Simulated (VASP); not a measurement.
Output of a VASP run:

**OUTCAR**
```
 ion  position               nearest neighbor table
   1  0.333  0.667  0.245-   5 2.36   5 2.36   5 2.36   4 2.44   3 2.71   3 2.71   3 2.71
   2  0.667  0.333  0.755-   4 2.36   4 2.36   4 2.36   5 2.44   3 2.71   3 2.71   3 2.71
   3  0.000  0.000  0.000-   1 2.71   2 2.71   2 2.71   1 2.71   2 2.71   1 2.71
   4  0.333  0.667  0.646-   2 2.36   2 2.36   2 2.36   1 2.44
   5  0.667  0.333  0.354-   1 2.36   1 2.36   1 2.36   2 2.44
  LATTYP: Found a hexagonal cell.
 ALAT       =     3.9253621906
 C/A-ratio  =     1.5503202026
 Subroutine PRICEL returns:
 Original cell was already a primitive cell.
 Subroutine GETGRP returns: Found 12 space group operations
The static configuration has the point symmetry D_3d.
The dynamic configuration has the point symmetry D_3d.
 Subroutine INISYM returns: Found 12 space group operations
 Subroutine IBZKPT returns following result:
 Found     28 irreducible k-points:

 Following reciprocal coordinates:
            Coordinates               Weight
  0.000000  0.000000  0.000000      1.000000
  0.142857  0.000000  0.000000      6.000000
  0.285714  0.000000  0.000000      6.000000
  0.428571 -0.000000  0.000000      6.000000
  0.142857  0.142857  0.000000      6.000000
  0.285714  0.142857  0.000000     12.000000
  0.428571  0.142857  0.000000      6.000000
  0.285714  0.285714  0.000000      6.000000
  0.000000  0.000000  0.250000      2.000000
  0.142857  0.000000  0.250000      6.000000
  0.000000  0.142857  0.250000      6.000000
  0.285714  0.000000  0.250000      6.000000
  0.000000  0.285714  0.250000      6.000000
  0.428571 -0.000000  0.250000      6.000000
 -0.000000  0.428571  0.250000      6.000000
  0.142857  0.142857  0.250000     12.000000
  0.285714  0.142857  0.250000     12.000000
 -0.142857  0.428571  0.250000     12.000000
  0.428571  0.142857  0.250000     12.000000
  0.285714  0.285714  0.250000     12.000000
  0.000000  0.000000  0.500000      1.000000
  0.142857  0.000000  0.500000      6.000000
  0.285714  0.000000  0.500000      6.000000
  0.428571 -0.000000  0.500000      6.000000
  0.142857  0.142857  0.500000      6.000000
  0.285714  0.142857  0.500000     12.000000
  0.428571  0.142857  0.500000      6.000000
  0.285714  0.285714  0.500000      6.000000
   k-points           NKPTS =     28   k-points in BZ     NKDIM =     28   number of bands    NBANDS=     24
   number of dos      NEDOS =    601   number of ions     NIONS =      5
   total plane-waves  NPLWV =  43200
   dimension x,y,z NGX =    30 NGY =   30 NGZ =   48
   dimension x,y,z NGXF=    60 NGYF=   60 NGZF=   96
   ions per type =               2   3
   PREC   = accura    normal or accurate (medium, high low for compatibility)
   ISTART =      0    job   : 0-new  1-cont  2-samecut
   ICHARG =      2    charge: 1-file 2-atom 10-const
   ISPIN  =      1    spin polarized calculation?
   LNONCOLLINEAR =      F non collinear calculations
   LSORBIT =      F    spin-orbit coupling
   INIWAV =      1    electr: 0-lowe 1-rand  2-diag
   ENCUT  =  520.0 eV  38.22 Ry    6.18 a.u.   7.30  7.30 11.32*2*pi/ulx,y,z
   NELM   =    100;   NELMIN=  2; NELMDL= -5     # of ELM steps
   EDIFF  = 0.1E-06   stopping-criterion for ELM
   LREAL  =      F    real-space projection
   NLSPLINE    = F    spline interpolate recip. space projectors
   LMAXMIX     =    6 max onsite mixed and CHGCAR
   VOSKOWN=      0    Vosko Wilk Nusair interpolation
   EDIFFG = 0.1E-05   stopping-criterion for IOM
   NSW    =      0    number of steps for IOM
   NBLOCK =      1;   KBLOCK =      1    inner block; outer block
   IBRION =     -1    ionic relax: 0-MD 1-quasi-New 2-CG
   NFREE  =      0    steps in history (QN), initial steepest desc. (CG)
   ISIF   =      2    stress and relaxation
   ISYM   =      2    0-nonsym 1-usesym 2-fastsym
   TEIN   =    0.0    initial temperature
   TEBEG  =    0.0;   TEEND  =   0.0 temperature during run
   SMASS  =  -3.00    Nose mass-parameter (am)
   PSTRESS=    0.0 pullay stress
   NELECT =      40.0000    total number of electrons
...
```

File OSZICAR:
```
       N       E                     dE             d eps       ncg     rms          rms(c)
DAV:   1     0.478232306534E+03    0.47823E+03   -0.15682E+04  1352   0.254E+03
DAV:   2     0.101055462850E+03   -0.37718E+03   -0.37181E+03  1960   0.404E+02
DAV:   3    -0.205589221934E+02   -0.12161E+03   -0.12097E+03  2520   0.220E+02
DAV:   4    -0.379751757813E+02   -0.17416E+02   -0.17408E+02  2336   0.908E+01
DAV:   5    -0.389974144232E+02   -0.10222E+01   -0.10218E+01  2520   0.265E+01    0.150E+01
DAV:   6    -0.333780277387E+02    0.56194E+01   -0.51433E+01  2064   0.437E+01    0.767E+00
DAV:   7    -0.333129105032E+02    0.65117E-01   -0.54774E+00  2544   0.251E+01    0.359E+00
DAV:   8    -0.333055811740E+02    0.73293E-02   -0.50811E-01  2368   0.656E+00    0.133E+00
DAV:   9    -0.333015370002E+02    0.40442E-02   -0.74314E-02  2456   0.250E+00    0.402E-01
DAV:  10    -0.333033537730E+02   -0.18168E-02   -0.41732E-02  2208   0.143E+00    0.221E-01
DAV:  11    -0.333034929229E+02   -0.13915E-03   -0.13230E-02  2280   0.890E-01    0.116E-01
DAV:  12    -0.333035891836E+02   -0.96261E-04   -0.20980E-03  2328   0.357E-01    0.519E-02
DAV:  13    -0.333036056507E+02   -0.16467E-04   -0.74185E-04  2424   0.204E-01    0.159E-02
DAV:  14    -0.333036091887E+02   -0.35380E-05   -0.47368E-05  2240   0.684E-02    0.557E-03
DAV:  15    -0.333036095963E+02   -0.40752E-06   -0.65902E-06  2496   0.225E-02    0.265E-03
DAV:  16    -0.333036095142E+02    0.82076E-07   -0.55042E-07  1872   0.725E-03
   1 F= -.33303610E+02 E0= -.33303610E+02  d E =0.000000E+00
```

OUTCAR:
```
------------------------ aborting loop because EDIFF is reached ----------------------------------------
  FORCE on cell =-STRESS in cart. coord.  units (eV):
  Direction    XX          YY          ZZ          XY          YZ          ZX
  --------------------------------------------------------------------------------------
  Total        0.0343606      0.0343606      0.0015326      0.0000000      0.0000000      0.0000000
  in kB        0.6779231      0.6779230      0.0302386      0.0000000      0.0000000      0.0000000
  external PRESSURE =       0.4620282 kB  Pullay stress =       0.0000000 kB
  volume of cell :       81.21
      direct lattice vectors                 reciprocal lattice vectors
     1.962681134 -3.399463354  0.000000000     0.254753557 -0.147082039  0.000000000
     1.962681134  3.399463354  0.000000000     0.254753557  0.147082039  0.000000000
     0.000000000  0.000000000  6.085568307     0.000000000  0.000000000  0.164323190
 POSITION                                       TOTAL-FORCE (eV/Angst)
 -----------------------------------------------------------------------------------
      1.96268      1.13316      1.49206         0.000000     -0.000000     -0.002800
      1.96268     -1.13316      4.59351        -0.000000      0.000000      0.002800
      0.00000      0.00000      0.00000        -0.000000      0.000000     -0.000000
      1.96268      1.13316      3.93201        -0.000000     -0.000000      0.016618
      1.96268     -1.13316      2.15356         0.000000      0.000000     -0.016618
 -----------------------------------------------------------------------------------
    total drift:                                0.000000      0.000000      0.000000
  FREE ENERGIE OF THE ION-ELECTRON SYSTEM (eV)
  ---------------------------------------------------
  free  energy   TOTEN  =       -33.3036095142 eV

  energy  without entropy=      -33.3036095142  energy(sigma->0) =      -33.30360951

 total charge

# of ion       s       p       d       f       tot
--------------------------------------------------
    1        2.009   5.696   0.643   0.246   8.593
    2        2.009   5.696   0.643   0.246   8.593
    3        1.551   3.382   0.000   0.000   4.933
    4        1.565   3.464   0.000   0.000   5.029
    5        1.565   3.464   0.000   0.000   5.029
--------------------------------------------------
tot          8.698  21.701   1.287   0.491  32.177

 Electric field gradients after diagonalization (V/A^2)
 (convention: |V_zz| > |V_xx| > |V_yy|)
----------------------------------------------------------------------
 ion       V_xx      V_yy      V_zz     asymmetry (V_yy - V_xx)/ V_zz
----------------------------------------------------------------------
   1     -59.603   -59.602   119.206       0.000
   2     -59.603   -59.602   119.206       0.000
   3       4.442     4.441    -8.883       0.000
   4      -4.394    -4.393     8.787       0.000
   5      -4.394    -4.393     8.787       0.000
```
(Selected blocks of OUTCAR.)

**POSCAR**
```
La2O3
1
    1.9626811342    -3.3994633537     0.0000000000
    1.9626811342     3.3994633537     0.0000000000
    0.0000000000     0.0000000000     6.0855683068
La O
2 3
Direct
  0.3333330000   0.6666670000   0.2451805196
  0.6666670000   0.3333330000   0.7548194804
  0.0000000000   0.0000000000   1.0000000000
  0.3333330000   0.6666670000   0.6461207886
  0.6666670000   0.3333330000   0.3538792114
```

Q: Write an INCAR and KPOINTS that could have produced this output.

A: Several could match; the one computed here: the input of the run itself, optB86b-vdW, plane waves, VASP's PBE PAW potentials (set 64).

**INCAR**
```
# general
SYSTEM   = La2O3
PREC     = Accurate
ENCUT    = 520
LREAL    = F
LASPH    = T

# electronic loop
EDIFF    = 1E-7
NELM     = 100
ALGO     = Normal
LMAXMIX  = 6

# smearing
ISMEAR   = -5

# functional
GGA      = MK
LUSE_VDW = T
AGGAC    = 0.0
PARAM1   = 0.1234
PARAM2   = 1.0

# ions
ISIF     = 2

# output
LWAVE    = F
LCHARG   = T
LORBIT   = 11
NEDOS    = 601

# other
LEFG     = T
```

KPOINTS:
```
Automatic mesh
0
Gamma
7 7 4
0 0 0
```

POTCAR, in this order: La O (PBE.64 set). Program: vasp_std.

The compound is La2O3 in the a-type structure. It was relaxed first.
